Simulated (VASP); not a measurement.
# SrMg (Fm-3m) in VASP: single point with LDA

Aim: the single point of SrMg with LDA.

All numbers are computed with VASP 6.6.1; they aren't measurements. Logs are shortened: lines on timing, memory, paths and dates and some standing lists are left out, and cuts for length are marked.

**1. The structure**

Symmetry: Fm-3m, No. 225, cubic system. The conventional cell has a = 6.999 Å, b = 6.999 Å, c = 6.999 Å, α = 90.00°, β = 90.00°, γ = 90.00°. Around Sr (site symmetry m-3m) lie 6 Mg at 3.50 Å. Mg (site symmetry m-3m) is surrounded by 6 Sr at 3.50 Å.

The cell comes from a database or a generator and needn't be the stable form of this composition.

**2. Single point, LDA**

Input file INCAR:

```
SYSTEM = SrMg
  PREC = Accurate
  ENCUT = 520
  EDIFF = 1E-6
  ISMEAR = 0
  SIGMA = 0.1
  LREAL = .False.
  LASPH = .True.
  NELM = 100
  ALGO = Fast
  ISIF = 2
  LWAVE = .False.
  LCHARG = .False.
  GGA = CA
  NBANDS = 13
```

Input file KPOINTS:

```
Automatic mesh
0
Gamma
  4 4 4
  0 0 0
```

Input file POSCAR:

```
SrMg
1.0
    0.0000000000      3.4995140000      3.4995140000
    3.4995140000      0.0000000000      3.4995140000
    3.4995140000      3.4995140000      0.0000000000
Sr Mg
1 1
Direct
    0.5000000000      0.5000000000      0.5000000000
    0.0000000000      0.0000000000      0.0000000000
```

Potentials or basis: VASP PAW LDA potentials, release 64 (Sr_sv, Mg).

Run with:

```console
$ cat potpaw_LDA.64/Sr_sv/POTCAR potpaw_LDA.64/Mg/POTCAR > POTCAR
$ mpirun -np 1 vasp_std > vasp.out
```

OUTCAR:

```text
SYSTEM = SrMg
   PREC = Accurate
   ENCUT = 520
   EDIFF = 1E-6
   ISMEAR = 0
   LREAL = .False.
   LASPH = .True.
   NELM = 100
   ISIF = 2
   GGA = CA

 ion  position               nearest neighbor table
   1  0.500  0.500  0.500-   2 3.50   2 3.50   2 3.50   2 3.50   2 3.50   2 3.50
   2  0.000  0.000  0.000-   1 3.50   1 3.50   1 3.50   1 3.50   1 3.50   1 3.50

  LATTYP: Found a face centered cubic cell.
 ALAT       =     6.9990280000

  Lattice vectors:

 A1 = (   0.0000000000,   3.4995140000,   3.4995140000)
 A2 = (   3.4995140000,   0.0000000000,   3.4995140000)
 A3 = (   3.4995140000,   3.4995140000,   0.0000000000)

Analysis of symmetry for initial positions (statically):
=====================================================================
 Subroutine PRICEL returns:
 Original cell was already a primitive cell.

 Routine SETGRP: Setting up the symmetry group for a
 face centered cubic supercell.

 Subroutine GETGRP returns: Found 48 space group operations
 (whereof 48 operations were pure point group operations)
 out of a pool of 48 trial point group operations.

The static configuration has the point symmetry O_h .

Analysis of symmetry for dynamics (positions and initial velocities):
=====================================================================
 Subroutine PRICEL returns:
 Original cell was already a primitive cell.

 Routine SETGRP: Setting up the symmetry group for a
 face centered cubic supercell.

 Subroutine GETGRP returns: Found 48 space group operations
 (whereof 48 operations were pure point group operations)
 out of a pool of 48 trial point group operations.

The dynamic configuration has the point symmetry O_h .

 Subroutine INISYM returns: Found 48 space group operations
 (whereof 48 operations are pure point group operations),
 and found     1 'primitive' translations

----------------------------------------------------------------------------------------

                                     Primitive cell

  volume of cell :      85.7143

  direct lattice vectors                    reciprocal lattice vectors
     0.000000000  3.499514000  3.499514000    -0.142876982  0.142876982  0.142876982
     3.499514000  0.000000000  3.499514000     0.142876982 -0.142876982  0.142876982
     3.499514000  3.499514000  0.000000000     0.142876982  0.142876982 -0.142876982

  length of vectors
     4.949060161  4.949060161  4.949060161     0.247470193  0.247470193  0.247470193

  position of ions in fractional coordinates (direct lattice)
     0.500000000  0.500000000  0.500000000
     0.000000000  0.000000000  0.000000000

  ion indices of the primitive-cell ions
   primitive index   ion index
                 1           1
                 2           2
[... 71 lines left out ...]
   EFERMI_NEDOS =   21; number of points for ismear=-14 and -15
   IALGO  =     68    algorithm
   IMIX   =      4    mixing-type and parameters
     AMIX     =   0.40;   BMIX     =  1.00
     AMIX_MAG =   1.60;   BMIX_MAG =  1.00
  volume/ion in A,a.u.               =      42.86       289.21
  Fermi-wavevector in a.u.,A,eV,Ry     =   0.850062  1.606385  9.831654  0.722606
  Thomas-Fermi vector in A             =   1.965981
   LORBIT       =      0    0 simple, 1 ext, 2 COOP (PROOUT), +10 PAW based schemes
   GGA     = CA    functional components
   LHFCALC =     F    Hartree Fock is set to
   AEXX    =    0.0000 exact exchange contribution
   IVDW    =     0    specifies the selected vdW correction
   LEPSILON=     F    determine dielectric tensor
   LRPA    =     F    only Hartree local field effects (RPA)
 non-spin polarized calculation
 RMM-DIIS sequential band-by-band and
 Gauss-broadening in eV      SIGMA  =   0.10
  energy-cutoff  :      520.00
  volume of cell :       85.71
 maximum number of plane-waves:      2332
 NGX is ok and might be reduce to    40
   NGX = 19   NGY = 19   NGZ = 19

 number of electron      12.0000000 magnetization

 Free energy of the ion-electron system (eV)
  ---------------------------------------------------
  ext. energy  EPLUGINS =         0.00000000
  ---------------------------------------------------
  free energy    TOTEN  =        -3.18011621 eV

  energy without entropy =       -3.15728532  energy(sigma->0) =       -3.16870077

 E-fermi :   1.1967     XC(G=0):  -7.6037

 val. band max:        0.8495154287   @ k =  -0.2500   0.5000   0.2500
 cond. band min:       1.2101483863   @ k =  -0.2500   0.5000   0.2500
 fundamental gap:      0.3606329575
 Fermi energy:         1.1967460324

 k-point     1 :       0.0000    0.0000    0.0000
  band No.  band energies     occupation
      1     -35.1002      2.00000
      2     -17.1715      2.00000
      3     -17.1715      2.00000
      4     -17.1715      2.00000
      5      -3.3302      2.00000
      6       2.9885      0.00000
      7       2.9885      0.00000
      8       2.9885      0.00000
      9       3.6404      0.00000
     10       3.6404      0.00000
     11       4.8303      0.00000
     12       4.8303      0.00000
     13       4.8303      0.00000
[... 98 lines left out ...]
  band No.  band energies     occupation
      1     -35.0979      2.00000
      2     -17.2015      2.00000
      3     -17.2015      2.00000
      4     -17.1896      2.00000
      5      -0.9570      2.00000
      6       0.8495      2.00000
      7       0.8495      2.00000
      8       1.2101      0.84967
      9       4.0865      0.00000
     10       4.4412      0.00000
     11       4.4412      0.00000
     12       5.2517      0.00000
     13       5.8273      0.00000

------------------------ aborting loop because EDIFF is reached ----------------------------------------

  FORCE on cell =-STRESS in cart. coord.  units (eV):
  Direction    XX          YY          ZZ          XY          YZ          ZX
  --------------------------------------------------------------------------------------
  -------------------------------------------------------------------------------------
  Total       -0.6619580     -0.6619580     -0.6619580      0.0000000      0.0000000     -0.0000000
  in kB      -12.3733642    -12.3733642    -12.3733642      0.0000000      0.0000000     -0.0000000
  external PRESSURE =     -12.3733642 kB  Pullay stress =       0.0000000 kB

 VOLUME and BASIS-vectors are now :
 -----------------------------------------------------------------------------
  energy-cutoff  :      520.00
  volume of cell :       85.71
      direct lattice vectors                 reciprocal lattice vectors
     0.000000000  3.499514000  3.499514000    -0.142876982  0.142876982  0.142876982
     3.499514000  0.000000000  3.499514000     0.142876982 -0.142876982  0.142876982
     3.499514000  3.499514000  0.000000000     0.142876982  0.142876982 -0.142876982

 POSITION                                       TOTAL-FORCE (eV/Angst)
 -----------------------------------------------------------------------------------
      3.49951      3.49951      3.49951         0.000000     -0.000000      0.000000
      0.00000      0.00000      0.00000        -0.000000      0.000000     -0.000000
 -----------------------------------------------------------------------------------
    total drift:                               -0.000000     -0.000000      0.000000

  FREE ENERGIE OF THE ION-ELECTRON SYSTEM (eV)
  ---------------------------------------------------
  free  energy   TOTEN  =        -3.1801162144 eV

  energy  without entropy=       -3.1572853194  energy(sigma->0) =       -3.16870077
```

OSZICAR:

```text
N       E                     dE             d eps       ncg     rms          rms(c)
DAV:   1     0.482349727538E+02    0.48235E+02   -0.55786E+03   208   0.764E+02
DAV:   2     0.712281177272E+00   -0.47523E+02   -0.46401E+02   253   0.155E+02
DAV:   3    -0.311093242431E+01   -0.38232E+01   -0.37940E+01   395   0.334E+01
DAV:   4    -0.318919225778E+01   -0.78260E-01   -0.78071E-01   244   0.471E+00
DAV:   5    -0.319084247746E+01   -0.16502E-02   -0.16496E-02   313   0.586E-01    0.146E+01
RMM:   6    -0.318345896206E+01    0.73835E-02   -0.14300E-02   221   0.114E+00    0.809E+00
RMM:   7    -0.318027130324E+01    0.31877E-02   -0.26657E-02   278   0.156E+00    0.393E-01
RMM:   8    -0.317999513906E+01    0.27616E-03   -0.40367E-03   259   0.423E-01    0.532E-02
RMM:   9    -0.318008865479E+01   -0.93516E-04   -0.80463E-04   285   0.139E-01    0.363E-02
RMM:  10    -0.318011064262E+01   -0.21988E-04   -0.16468E-04   300   0.504E-02    0.259E-02
RMM:  11    -0.318011498371E+01   -0.43411E-05   -0.39068E-05   275   0.241E-02    0.111E-02
RMM:  12    -0.318011623578E+01   -0.12521E-05   -0.86995E-06   245   0.997E-03    0.548E-03
RMM:  13    -0.318011621442E+01    0.21356E-07   -0.16607E-06   188   0.608E-03
   1 F= -.31801162E+01 E0= -.31687008E+01  d E =-.228309E-01
```

It took 7.6 s on 1 thread of Intel Xeon 6975P-C (Granite Rapids), shared host; peak memory 0.18 GiB.

Results:

* Free energy: -3.1801 eV
* Pressure: -1.2 GPa
* Band gap on the k mesh: none (metal or under the smearing width)

Caveat: the k mesh is coarse (spacing up to 0.39 Å⁻¹), so the values aren't converged.
